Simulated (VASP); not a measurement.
Data:

```xyz
5
Lattice="2.2721 -3.9354 0.0000 2.2721 3.9354 0.0000 0.0000 0.0000 7.1552" Properties=species:S:1:pos:R:3 pbc="T T T"
Mg     2.2721    -3.9354     7.1552
Mg     2.2721     1.3118     4.5281
Mg     2.2721    -1.3118     2.6271
Sb     2.2721     1.3118     1.6002
Sb     2.2721    -1.3118     5.5550
```

All values below come from PBE GGA with D4 dispersion, VASP's PBE PAW potentials (set 64) (plane waves; VASP). Run with 520 eV cut-off, 6×6×4 Γ-centred mesh, tetrahedra with Blöchl corrections, potentials Mg Sb.

The cores are frozen, which limits the accuracy of field gradients.

Problem. Give the principal components of the electric field gradient (V/Å²) and the asymmetry η at each nucleus.

Solution. 
| atom | Vxx | Vyy | Vzz | η |
|---|---|---|---|---|
| Mg1 | -0.8 | -0.8 | 1.6 | 0.00 |
| Mg2 | -0.5 | -0.5 | 1.1 | 0.00 |
| Mg3 | -0.5 | -0.5 | 1.1 | 0.00 |
| Sb4 | -19.7 | -19.7 | 39.5 | 0.00 |
| Sb5 | -19.7 | -19.7 | 39.5 | 0.00 |

The compound is Mg3Sb2 in the a-la2o3 structure. It was relaxed first.
